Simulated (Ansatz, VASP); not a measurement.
# Si2BiTe2 in VASP and in Ansatz

Contents of INCAR:

```
SYSTEM = Si2BiTe2
ALGO = Normal ; EDIFF = 1E-7
ENCUT = 520 ; GGA = PE
ISIF = 2 ; ISMEAR = 0
LASPH = .TRUE. ; LCHARG = .TRUE.
LELF = .TRUE. ; LREAL = .FALSE.
LVHAR = .TRUE. ; LWAVE = .FALSE.
NBANDS = 26 ; NELM = 100
PREC = Accurate ; SIGMA = 0.1
```

File KPOINTS:

```
k-points
0
G
  4 4 4
  0 0 0
```

The input POSCAR:

```
Si2BiTe2
1.0
   -3.2020856600      3.2020856600      3.1246298900
    3.2020856600     -3.2020856600      3.1246298900
    3.2020856600      3.2020856600     -3.1246298900
Si Bi Te
2 1 2
Direct
    0.1744772300      0.1744772300      0.0000000000
    0.8255227700      0.8255227700      0.0000000000
    0.5000000000      0.5000000000      0.0000000000
    0.5000000000      0.0000000000      0.5000000000
    0.0000000000      0.5000000000      0.5000000000
```

Input for Ansatz:

```yaml
crystal:
  lattice:
    - [-3.20208566, 3.20208566, 3.12462989]
    - [3.20208566, -3.20208566, 3.12462989]
    - [3.20208566, 3.20208566, -3.12462989]
  atoms:
    - { symbol: Si, position: [0.17447723, 0.17447723, 0.0] }
    - { symbol: Si, position: [0.82552277, 0.82552277, 0.0] }
    - { symbol: Bi, position: [0.5, 0.5, 0.0] }
    - { symbol: Te, position: [0.5, 0.0, 0.5] }
    - { symbol: Te, position: [0.0, 0.5, 0.5] }
basis:
  ecutwfc: 420
kpoints:
  mp_grid: { grid: [4, 4, 4] }
hamiltonian:
  xc: pbe
scf:
  occupations: { method: gaussian, width: 0.1 }
  lower_state_search: "off"
output:
  forces: true
  stress: true
  eigenvalues: true
```

Alike in both runs: task single point; functional PBE; k mesh 4 × 4 × 4; occupations gaussian, width 0.1 eV; no spin polarisation.

|  | VASP | Ansatz |
| --- | --- | --- |
| version | VASP 6.6.1 | Ansatz 0.2.0 |
| potentials or method | VASP PAW PBE potentials, release 64 (Si, Bi_d, Te) | scalar-relativistic, plane waves, PAW |
| plane-wave cutoff (eV) | 520 | 420 |
| valence electrons in the cell | 35 | 55 |

VASP gave:

| Item | Value |
| --- | --- |
| gap on the k mesh at the Fermi level (eV) | none |
| pressure (GPa) | 26.1 |
| largest component of the traceless stress (GPa) | 45.97 |
| rms of the force components (eV/Å) | 4.290 |

Task: What did Ansatz give for the same quantities?

Result: gap on the k mesh at the Fermi level (eV): none; pressure (GPa): 26.5; largest component of the traceless stress (GPa): 46.86; rms of the force components (eV/Å): 4.384.

Atom by atom the forces differ by 0.093 eV/Å (rms over components). A gap of «none» marks a metal or a gap that the smearing closes. The functional is the same, so the differences come from potentials, cutoffs and numerics. The two sets of potentials don't hold the same shells in valence.

Caveats: so large a pressure means that the cell lies far from this level's equilibrium, or that cutoff or potentials fall short (VASP); spin-orbit coupling is left out, which moves the levels of the heavy elements; forces of over 1 eV/Å show positions far from the minimum, so gaps and moduli don't describe the material at rest.
